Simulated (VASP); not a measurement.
Crystal: InSb.

```
In Sb
1.0
     0.00000    3.23910    3.23910
     3.23910    0.00000    3.23910
     3.23910    3.23910    0.00000
In Sb
1 1
Cartesian
  0.0000 0.0000 0.0000
  1.6196 1.6196 1.6196
```

Base run:

```yaml
Program: VASP 6.6.1
Functional: r2SCAN
Potentials_or_basis: VASP PAW PBE potentials, release 64 (In_d, Sb)
Cutoff: 520 eV
k_mesh: 8 × 8 × 8
Occupations: fermi-dirac, width 0.05 eV
Spin: no spin polarisation
```

Its results: band gap on the k mesh 0.24 eV, direct; pressure 1.7 GPa.

Q: After a change of settings the same cell gave: band gap on the k mesh 0.55 eV, direct; pressure 1.0 GPa. Which change was it?
A. functional from r2SCAN to PBE; further incar settings from ALGO = Normal; EDIFF = 1e-06 to ALGO = Fast; EDIFF = 1e-06
B. functional from r2SCAN to HSE06; k mesh from 8 × 8 × 8 to 5 × 5 × 5
C. functional from r2SCAN to PBEsol; further incar settings from ALGO = Normal; EDIFF = 1e-06 to ALGO = Fast; EDIFF = 1e-06

A: B.

Caveats: the PAW data sets were made with another functional, which shifts forces and pressure a little; spin-orbit coupling is left out, which moves the levels of the heavy elements; an odd mesh through Γ misses points on the zone boundary, where band edges often lie (some runs).

Not every run made on this cell is shown here.
